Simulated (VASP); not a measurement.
All values below come from PBE GGA, VASP's PBE PAW potentials (set 64) (plane waves; VASP 6.6.1).

A VASP calculation is set up with these files.

**KPOINTS**
```
Automatic mesh
0
Gamma
11 11 11
0 0 0
```

### POSCAR
```
BN
1
    0.0000000000     1.8075000000     1.8075000000
    1.8075000000     0.0000000000     1.8075000000
    1.8075000000     1.8075000000     0.0000000000
B N
1 1
Direct
  0.0000000000   0.0000000000   0.0000000000
  0.7500000000   0.7500000000   0.7500000000
```

**INCAR**
```
NSW=60   # most ionic steps
PREC=Accurate
ISIF=3   # ions, shape and volume
NELM=100   # most electronic steps
SIGMA=0.05   # width (eV)
ALGO=Normal   # blocked Davidson
ENCUT=530   # plane-wave cut-off (eV)
LCHARG=F
EDIFF=1E-6
IBRION=2   # conjugate gradients
LWAVE=F
GGA=PE   # PBE
EDIFFG=-0.01   # ionic stop
ISMEAR=0
LASPH=T
SYSTEM=BN
LREAL=F   # projection in real space or not
```

POTCAR, in this order: B N (PBE.64 set). Program: vasp_std.

Q: What does the run give for the energy per atom (σ→0), volume per atom?

A: 
- energy per atom (σ→0): -8.725 eV/atom
- volume per atom: 5.96 Å³/atom

**OSZICAR**
```
...
   2 F= -.17449925E+02 E0= -.17449925E+02  d E =0.416195E-04
       N       E                     dE             d eps       ncg     rms          rms(c)
DAV:   1    -0.174522925003E+02   -0.23669E-02   -0.40960E-02   976   0.209E+00    0.262E-01
DAV:   2    -0.174510710528E+02    0.12214E-02   -0.57576E-03  1032   0.587E-01    0.699E-02
DAV:   3    -0.174510173595E+02    0.53693E-04   -0.14609E-04  1024   0.126E-01    0.296E-02
DAV:   4    -0.174509999212E+02    0.17438E-04   -0.25348E-05  1064   0.460E-02    0.808E-03
DAV:   5    -0.174509999249E+02   -0.36973E-08   -0.85883E-07   552   0.787E-03
   3 F= -.17451000E+02 E0= -.17451000E+02  d E =-.103320E-02
```

The compound is BN in the zinc blende structure. This run relaxes it. Symmetry was kept, so distortions that lower it aren't found.
